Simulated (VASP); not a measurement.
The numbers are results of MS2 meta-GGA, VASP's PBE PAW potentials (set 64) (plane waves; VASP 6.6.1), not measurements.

VASP ran on this input.

### KPOINTS_OPT
```
k-points along high-symmetry lines
10
Line-mode
Reciprocal
  0.000000   0.000000   0.000000 ! GAMMA
  0.500000   0.000000   0.500000 ! X

  0.500000   0.000000   0.500000 ! X
  0.625000   0.250000   0.625000 ! U

  0.375000   0.375000   0.750000 ! K
  0.000000   0.000000   0.000000 ! GAMMA

  0.000000   0.000000   0.000000 ! GAMMA
  0.500000   0.500000   0.500000 ! L

  0.500000   0.500000   0.500000 ! L
  0.500000   0.250000   0.750000 ! W

  0.500000   0.250000   0.750000 ! W
  0.500000   0.000000   0.500000 ! X
```

### POSCAR
```
Ag
1
    0.0000000000     2.0322741925     2.0322741925
    2.0322741925     0.0000000000     2.0322741925
    2.0322741925     2.0322741925    -0.0000000000
Ag
1
Direct
  0.0000000000   0.0000000000   0.0000000000
```

INCAR:
```
SYSTEM = Ag
PREC = Accurate; ENCUT = 520; LREAL = .FALSE.
LASPH = .TRUE.
EDIFF = 1E-7; NELM = 100; ALGO = Normal
LMAXMIX = 4; LMIXTAU = .TRUE.
ISMEAR = -5
METAGGA = MS2
ISIF = 2
LWAVE = .FALSE.; LCHARG = .FALSE.; LORBIT = 11
NEDOS = 601
```

**KPOINTS**
```
Automatic mesh
0
Gamma
17 17 17
0 0 0
```

POTCAR, in this order: Ag (PBE.64 set). Program: vasp_std.

The run wrote:

File OSZICAR:
```
       N       E                     dE             d eps       ncg     rms          rms(c)
DAV:   1     0.350026143560E+02    0.35003E+02   -0.53617E+03  3010   0.106E+03
DAV:   2    -0.142589534006E+02   -0.49262E+02   -0.47099E+02  3048   0.201E+02
DAV:   3    -0.147542874539E+02   -0.49533E+00   -0.49498E+00  3432   0.261E+01
DAV:   4    -0.147551600786E+02   -0.87262E-03   -0.87252E-03  3337   0.931E-01
DAV:   5    -0.147551659368E+02   -0.58582E-05   -0.58569E-05  3295   0.679E-02    0.177E+01
DAV:   6    -0.186371492163E+00    0.14569E+02   -0.59286E+01  2984   0.929E+01    0.736E+00
DAV:   7    -0.437951789587E+00   -0.25158E+00   -0.50495E-01  2988   0.734E+00    0.413E+00
DAV:   8    -0.139409920164E+00    0.29854E+00   -0.28248E+00  3005   0.189E+01    0.260E+00
DAV:   9    -0.154047609315E+00   -0.14638E-01   -0.11841E+00  2977   0.136E+01    0.150E+00
DAV:  10    -0.179382553216E+00   -0.25335E-01   -0.54447E-01  2972   0.879E+00    0.751E-01
DAV:  11    -0.200425359797E+00   -0.21043E-01   -0.10984E-01  2982   0.421E+00    0.316E-01
DAV:  12    -0.199856220096E+00    0.56914E-03   -0.52219E-04  3152   0.256E-01    0.253E-01
DAV:  13    -0.200523960622E+00   -0.66774E-03   -0.35829E-03  2984   0.742E-01    0.263E-02
DAV:  14    -0.200654480378E+00   -0.13052E-03   -0.50661E-05  3007   0.916E-02    0.398E-03
DAV:  15    -0.200656445302E+00   -0.19649E-05   -0.25469E-06  3238   0.176E-02    0.383E-03
DAV:  16    -0.200653287812E+00    0.31575E-05   -0.27914E-06  3002   0.206E-02    0.260E-03
DAV:  17    -0.200654848704E+00   -0.15609E-05   -0.90085E-07  3009   0.103E-02    0.445E-04
DAV:  18    -0.200654738905E+00    0.10980E-06   -0.19989E-08  1542   0.150E-03    0.274E-04
DAV:  19    -0.200654933285E+00   -0.19438E-06   -0.42021E-09  1500   0.715E-04    0.111E-04
DAV:  20    -0.200654842746E+00    0.90539E-07   -0.19855E-09  1494   0.531E-04
   1 F= -.20065484E+00 E0= -.20065484E+00  d E =0.000000E+00
       N       E                     dE             ncg
```

File OUTCAR:
```
------------------------ aborting loop because EDIFF is reached ----------------------------------------
  FORCE on cell =-STRESS in cart. coord.  units (eV):
  Direction    XX          YY          ZZ          XY          YZ          ZX
  --------------------------------------------------------------------------------------
  Total        0.0140284      0.0140284      0.0140284     -0.0000000      0.0000000     -0.0000000
  in kB        1.3388821      1.3388821      1.3388821     -0.0000000      0.0000000     -0.0000000
  external PRESSURE =       1.3388821 kB  Pullay stress =       0.0000000 kB
  volume of cell :       16.79
      direct lattice vectors                 reciprocal lattice vectors
     0.000000000  2.032274193  2.032274193    -0.246029794  0.246029794  0.246029794
     2.032274193  0.000000000  2.032274193     0.246029794 -0.246029794  0.246029794
     2.032274193  2.032274193  0.000000000     0.246029794  0.246029794 -0.246029794
 POSITION                                       TOTAL-FORCE (eV/Angst)
 -----------------------------------------------------------------------------------
      0.00000      0.00000      0.00000        -0.000000     -0.000000     -0.000000
 -----------------------------------------------------------------------------------
    total drift:                               -0.000000      0.000000      0.000000
  FREE ENERGIE OF THE ION-ELECTRON SYSTEM (eV)
  ---------------------------------------------------
  free  energy   TOTEN  =        -0.2006548427 eV

  energy  without entropy=       -0.2006548427  energy(sigma->0) =       -0.20065484

 total charge

# of ion       s       p       d       tot
------------------------------------------
    1        0.504   0.319   9.126   9.950
```
(Selected blocks of OUTCAR.)

For a metal the tetrahedron method with Blöchl corrections gives inexact stress and forces.

The compound is Ag in the fcc structure. It was relaxed first.
